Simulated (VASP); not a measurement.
Method: PBEsol GGA, VASP's PBE PAW potentials (set 64) (plane waves; VASP).

The input files of a VASP run:

POSCAR:
```
VBiO4
1.0
 -2.5610550000   2.5610550000   5.7960650000
  2.5610550000  -2.5610550000   5.7960650000
  2.5610550000   2.5610550000  -5.7960650000
V Bi O
2 2 8
direct
  0.4997990000   0.5004660000   0.0036940000
  0.2520100000   0.7552910000   0.5065770000
  0.0021860000   0.0021040000   0.0021030000
  0.7449160000   0.2488760000   0.4976830000
  0.1715530000   0.5569640000   0.8897870000
  0.3136170000   0.9171000000   0.8909690000
  0.6772290000   0.2796570000   0.1131820000
  0.0335940000   0.4244050000   0.1140390000
  0.5721080000   0.6881690000   0.6016340000
  0.4375850000   0.3280310000   0.6020230000
  0.0775910000   0.9685900000   0.3879290000
  0.7178130000   0.8303470000   0.3903790000
```

KPOINTS:
```
K-points
0
Gamma
1 1 1
0.5 0.5 0.5
```

### INCAR
```
ALGO = Normal
EDIFF = 1E-6
EDIFFG = -0.01
ENCUT = 240
GGA = PS
IBRION = 2
ISIF = 3
ISMEAR = 0
LASPH = .TRUE.
LCHARG = .FALSE.
LMAXMIX = 4
LREAL = .FALSE.
LWAVE = .FALSE.
NELM = 100
NSW = 50
PREC = Accurate
SIGMA = 0.05
SYSTEM = VBiO4
```

POTCAR, in this order: V_sv Bi_d O (PBE.64 set). Program: vasp_std.

Output of the run:

**OSZICAR**
```
...
DAV:   7    -0.113572497030E+03    0.10123E-06   -0.37216E-06    98   0.180E-02
  22 F= -.11357250E+03 E0= -.11357250E+03  d E =-.164618E-02
       N       E                     dE             d eps       ncg     rms          rms(c)
DAV:   1    -0.113572509475E+03   -0.12344E-04   -0.74831E-03   138   0.595E-01    0.608E-02
DAV:   2    -0.113572525896E+03   -0.16421E-04   -0.38925E-04   132   0.122E-01    0.324E-02
DAV:   3    -0.113572518306E+03    0.75899E-05   -0.24355E-05   184   0.407E-02    0.202E-02
DAV:   4    -0.113572517606E+03    0.69920E-06   -0.13247E-05   138   0.286E-02    0.111E-02
DAV:   5    -0.113572517239E+03    0.36778E-06   -0.20330E-06    82   0.125E-02
  23 F= -.11357252E+03 E0= -.11357252E+03  d E =-.166639E-02
       N       E                     dE             d eps       ncg     rms          rms(c)
DAV:   1    -0.113573302309E+03   -0.78470E-03   -0.98475E-02   132   0.256E+00    0.339E-01
DAV:   2    -0.113573348898E+03   -0.46589E-04   -0.86547E-03   124   0.713E-01    0.278E-01
DAV:   3    -0.113573024704E+03    0.32419E-03   -0.18891E-03   132   0.353E-01    0.109E-01
DAV:   4    -0.113572932123E+03    0.92581E-04   -0.58951E-04   164   0.200E-01    0.534E-02
DAV:   5    -0.113572928006E+03    0.41170E-05   -0.53944E-05   160   0.465E-02    0.328E-02
DAV:   6    -0.113572924482E+03    0.35238E-05   -0.14487E-05   170   0.344E-02    0.894E-03
DAV:   7    -0.113572924222E+03    0.26044E-06   -0.27276E-06    96   0.127E-02
  24 F= -.11357292E+03 E0= -.11357292E+03  d E =-.406983E-03
       N       E                     dE             d eps       ncg     rms          rms(c)
DAV:   1    -0.113572924918E+03   -0.43618E-06   -0.12503E-04   138   0.924E-02    0.884E-03
DAV:   2    -0.113572924882E+03    0.36234E-07   -0.95444E-06   124   0.221E-02
  25 F= -.11357292E+03 E0= -.11357292E+03  d E =-.407643E-03
       N       E                     dE             d eps       ncg     rms          rms(c)
DAV:   1    -0.113572956826E+03   -0.31908E-04   -0.28181E-02   138   0.132E+00    0.792E-02
DAV:   2    -0.113573110732E+03   -0.15391E-03   -0.17544E-03   124   0.241E-01    0.812E-02
DAV:   3    -0.113573110038E+03    0.69433E-06   -0.55395E-05   160   0.485E-02    0.413E-02
DAV:   4    -0.113573108784E+03    0.12540E-05   -0.22677E-05   160   0.484E-02    0.348E-02
DAV:   5    -0.113573105989E+03    0.27949E-05   -0.12469E-05   130   0.301E-02    0.530E-03
DAV:   6    -0.113573105968E+03    0.21517E-07   -0.10976E-06    88   0.840E-03
  26 F= -.11357311E+03 E0= -.11357311E+03  d E =-.181086E-03
       N       E                     dE             d eps       ncg     rms          rms(c)
DAV:   1    -0.113572958146E+03    0.14784E-03   -0.43414E-02   138   0.164E+00    0.100E-01
DAV:   2    -0.113573195629E+03   -0.23748E-03   -0.27002E-03   124   0.299E-01    0.963E-02
DAV:   3    -0.113573194263E+03    0.13660E-05   -0.85941E-05   168   0.616E-02    0.460E-02
DAV:   4    -0.113573193130E+03    0.11334E-05   -0.38786E-05   162   0.629E-02    0.393E-02
DAV:   5    -0.113573188986E+03    0.41432E-05   -0.19110E-05   130   0.379E-02    0.559E-03
DAV:   6    -0.113573188994E+03   -0.78198E-08   -0.15849E-06    88   0.101E-02
  27 F= -.11357319E+03 E0= -.11357319E+03  d E =-.264112E-03
       N       E                     dE             d eps       ncg     rms          rms(c)
DAV:   1    -0.113573263680E+03   -0.74694E-04   -0.14484E-02   130   0.810E-01    0.455E-02
DAV:   2    -0.113573311017E+03   -0.47336E-04   -0.65898E-04   132   0.155E-01    0.271E-02
DAV:   3    -0.113573307666E+03    0.33506E-05   -0.29848E-05   184   0.390E-02    0.219E-02
DAV:   4    -0.113573305102E+03    0.25635E-05   -0.12346E-05   136   0.304E-02    0.104E-02
DAV:   5    -0.113573304640E+03    0.46275E-06   -0.23905E-06    76   0.131E-02
  28 F= -.11357330E+03 E0= -.11357330E+03  d E =-.115645E-03
       N       E                     dE             d eps       ncg     rms          rms(c)
DAV:   1    -0.113573081381E+03    0.22372E-03   -0.13029E-01   130   0.243E+00    0.139E-01
DAV:   2    -0.113573510896E+03   -0.42951E-03   -0.59504E-03   132   0.466E-01    0.834E-02
DAV:   3    -0.113573480654E+03    0.30242E-04   -0.28353E-04   168   0.122E-01    0.690E-02
DAV:   4    -0.113573454916E+03    0.25738E-04   -0.11700E-04   162   0.921E-02    0.277E-02
DAV:   5    -0.113573451379E+03    0.35369E-05   -0.24157E-05   170   0.373E-02    0.717E-03
DAV:   6    -0.113573451136E+03    0.24274E-06   -0.45545E-06   128   0.137E-02
  29 F= -.11357345E+03 E0= -.11357345E+03  d E =-.262142E-03
       N       E                     dE             d eps       ncg     rms          rms(c)
DAV:   1    -0.113573467780E+03   -0.16402E-04   -0.14403E-02   130   0.839E-01    0.444E-02
DAV:   2    -0.113573523016E+03   -0.55236E-04   -0.74141E-04   124   0.174E-01    0.596E-02
DAV:   3    -0.113573517945E+03    0.50714E-05   -0.53326E-05   160   0.559E-02    0.214E-02
DAV:   4    -0.113573514067E+03    0.38773E-05   -0.13653E-05   146   0.321E-02    0.151E-02
DAV:   5    -0.113573513707E+03    0.36039E-06   -0.29722E-06   104   0.150E-02
  30 F= -.11357351E+03 E0= -.11357351E+03  d E =-.625711E-04
       N       E                     dE             d eps       ncg     rms          rms(c)
DAV:   1    -0.113573508535E+03    0.55322E-05   -0.46704E-03   130   0.478E-01    0.246E-02
DAV:   2    -0.113573526866E+03   -0.18331E-04   -0.23720E-04   124   0.967E-02    0.324E-02
DAV:   3    -0.113573525839E+03    0.10275E-05   -0.14581E-05   168   0.269E-02    0.138E-02
DAV:   4    -0.113573524535E+03    0.13036E-05   -0.38608E-06   114   0.181E-02    0.986E-03
DAV:   5    -0.113573524350E+03    0.18550E-06   -0.10696E-06    68   0.814E-03
  31 F= -.11357352E+03 E0= -.11357352E+03  d E =-.732139E-04
       N       E                     dE             d eps       ncg     rms          rms(c)
DAV:   1    -0.113573530647E+03   -0.61121E-05   -0.47099E-03   130   0.517E-01    0.270E-02
DAV:   2    -0.113573553617E+03   -0.22969E-04   -0.27623E-04   124   0.103E-01    0.275E-02
DAV:   3    -0.113573553164E+03    0.45273E-06   -0.13559E-05   152   0.262E-02    0.138E-02
DAV:   4    -0.113573552190E+03    0.97394E-06   -0.33112E-06    98   0.181E-02
  32 F= -.11357355E+03 E0= -.11357355E+03  d E =-.278403E-04
       N       E                     dE             d eps       ncg     rms          rms(c)
DAV:   1    -0.113573549191E+03    0.39731E-05   -0.11816E-03   130   0.260E-01    0.139E-02
DAV:   2    -0.113573555103E+03   -0.59126E-05   -0.70503E-05   124   0.530E-02    0.150E-02
DAV:   3    -0.113573555004E+03    0.99661E-07   -0.37505E-06   120   0.146E-02
  33 F= -.11357356E+03 E0= -.11357356E+03  d E =-.306540E-04
       N       E                     dE             d eps       ncg     rms          rms(c)
DAV:   1    -0.113573564958E+03   -0.98548E-05   -0.30379E-03   124   0.311E-01    0.295E-02
DAV:   2    -0.113573569802E+03   -0.48433E-05   -0.11158E-04   146   0.650E-02    0.124E-02
DAV:   3    -0.113573568904E+03    0.89722E-06   -0.11490E-05   152   0.278E-02    0.150E-02
DAV:   4    -0.113573567866E+03    0.10382E-05   -0.39955E-06    98   0.186E-02    0.271E-03
DAV:   5    -0.113573567919E+03   -0.52358E-07   -0.62290E-07    62   0.575E-03
  34 F= -.11357357E+03 E0= -.11357357E+03  d E =-.129148E-04
       N       E                     dE             d eps       ncg     rms          rms(c)
DAV:   1    -0.113573570937E+03   -0.30710E-05   -0.18585E-03   140   0.243E-01    0.251E-02
DAV:   2    -0.113573572291E+03   -0.13539E-05   -0.53940E-05   146   0.481E-02    0.104E-02
DAV:   3    -0.113573571731E+03    0.56049E-06   -0.73789E-06   136   0.223E-02
  35 F= -.11357357E+03 E0= -.11357357E+03  d E =-.167268E-04
```

OUTCAR:
```
------------------------ aborting loop because EDIFF is reached ----------------------------------------
  FORCE on cell =-STRESS in cart. coord.  units (eV):
  Direction    XX          YY          ZZ          XY          YZ          ZX
  --------------------------------------------------------------------------------------
  Total        0.0236433      0.0052485      0.0113350     -0.0056557      0.0024768      0.0041846
  in kB        0.3288259      0.0729955      0.1576450     -0.0786579      0.0344469      0.0581981
  external PRESSURE =       0.1864888 kB  Pullay stress =       0.0000000 kB
  volume of cell :      115.20
      direct lattice vectors                 reciprocal lattice vectors
    -2.339608547  2.339723506  5.262303850     0.000022767  0.213706775  0.095022734
     2.339194398 -2.340023100  5.262167381     0.213750034  0.000017377  0.095025062
     2.339235573  2.339592818 -5.262320596     0.213766578  0.213723472  0.000014496
 POSITION                                       TOTAL-FORCE (eV/Angst)
 -----------------------------------------------------------------------------------
      0.00010      0.00051      5.26063         0.001694      0.005064      0.005222
      2.33974      0.00031      2.63230        -0.000812     -0.000712      0.002854
      0.00062      0.00057      0.00035        -0.001633     -0.002695      0.005414
      0.00071      2.33949      2.63073        -0.002129      0.001924     -0.005257
      3.13610      1.21137     -0.94798         0.007081      0.001282      0.002844
      3.46524      0.79816      1.68317        -0.000106      0.003227      0.001767
     -0.79989      1.12568      4.31259         0.002019     -0.005487     -0.000456
     -1.12565      1.54306      6.94547        -0.003868     -0.005350     -0.004497
      1.53965      1.12451      3.58144        -0.002645     -0.000680     -0.005357
      1.21404      1.54296      0.94832         0.001701     -0.003094     -0.004292
      0.79749      1.21138     -1.68381        -0.000368      0.006067      0.001868
      1.12574      0.79832      6.20980        -0.000933      0.000454     -0.000110
 -----------------------------------------------------------------------------------
    total drift:                               -0.000883     -0.000062     -0.000015
  FREE ENERGIE OF THE ION-ELECTRON SYSTEM (eV)
  ---------------------------------------------------
  free  energy   TOTEN  =      -113.5735717306 eV

  energy  without entropy=     -113.5735717306  energy(sigma->0) =     -113.57357173

 reached required accuracy - stopping structural energy minimisation
```
(Selected blocks of OUTCAR.)

File CONTCAR:
```
VBiO4
   1.00000000000000
    -2.3396085473264101    2.3397235055135677    5.2623038503024748
     2.3391943976796692   -2.3400231000760652    5.2621673810155993
     2.3392355733991455    2.3395928177196570   -5.2623205963246047
  V               Bi              O
     2     2     8
Direct
     0.4999874746169980    0.4999136033985898    0.0002064524602046
     0.2502472836996246    0.7502540638173322    0.5002626778177558
     0.0001545027122883    0.0001651571560137    0.0002530092734376
     0.7499443555427225    0.2501779910768521    0.5001942718253103
     0.1688688603166419    0.5802814207770083    0.9292777140964064
     0.3305912827310018    0.9006517427143074    0.9113629701815388
     0.6503416463076680    0.2388466114783732    0.0696562885173177
     0.9897137169610318    0.4194112766771644    0.0892612862370813
     0.5806689120822358    0.6694474806393599    0.5695129768488719
     0.4198798238539924    0.3496428515768296    0.5893015601639584
     0.0988982401481221    0.0104810412163160    0.4293537860829826
     0.7607049010276768    0.8307267594718678    0.4113560064951375
```

OUTCAR:
```
 val. band max:        7.6428084133   @ k =   0.5000   0.5000   0.5000

 cond. band min:      11.6158671003   @ k =   0.5000   0.5000   0.5000


 Fermi energy:         7.9757460629

 k-point     1 :       0.5000    0.5000    0.5000
  band No.  band energies     occupation
      1     -55.2970      2.00000
      2     -55.2969      2.00000
      3     -29.5812      2.00000
      4     -29.5807      2.00000
      5     -29.5512      2.00000
      6     -29.5508      2.00000
      7     -29.4273      2.00000
      8     -29.4270      2.00000
      9     -13.5326      2.00000
     10     -13.5324      2.00000
     11     -13.3703      2.00000
     12     -13.3702      2.00000
     13     -13.0275      2.00000
     14     -13.0273      2.00000
     15     -12.9674      2.00000
     16     -12.9674      2.00000
     17     -12.9233      2.00000
     18     -12.9233      2.00000
     19     -11.4334      2.00000
     20     -11.4290      2.00000
     21      -9.7788      2.00000
     22      -9.7782      2.00000
     23      -8.5766      2.00000
     24      -8.5757      2.00000
     25      -8.4222      2.00000
     26      -8.4208      2.00000
     27      -1.7845      2.00000
     28      -1.7809      2.00000
     29       2.0257      2.00000
     30       2.0307      2.00000
     31       2.4142      2.00000
     32       2.4154      2.00000
     33       3.1179      2.00000
     34       3.1202      2.00000
     35       3.2485      2.00000
     36       3.2501      2.00000
     37       3.7848      2.00000
     38       3.7870      2.00000
     39       3.8401      2.00000
     40       3.8464      2.00000
     41       5.0483      2.00000
     42       5.0551      2.00000
     43       5.1971      2.00000
     44       5.1980      2.00000
     45       6.6944      2.00000
     46       6.6959      2.00000
     47       6.8912      2.00000
     48       6.8938      2.00000
     49       7.5022      2.00000
     50       7.5035      2.00000
     51       7.6401      2.00000
...
```

At this cut-off the stress carries a Pulay error, which pulls relaxed volumes low. Energy and stress use the plane-wave basis of the starting cell. Unless said otherwise, spin-orbit coupling is left out, though it shifts the bands of the heavy elements here.

The structure comes from a computed database's VBiO4 entry; how it stands against other phases isn't given here. In the starting cell atoms are displaced from their ideal sites. This run relaxes it. The k-mesh is coarse (spacing up to 1.90 per Å, 2π included), so the numbers may not be converged in it. The run is one of a series of settings (EDIFFG = -0.01, ENCUT = 240, IBRION = 2, ISIF = 3, NSW = 50, KPOINTS 1×1×1 Γ-centred mesh shifted by (0.5, 0.5, 0.5) against the base run), some of them coarse on purpose. The run is not spin-polarised, so no magnetic state was tried.
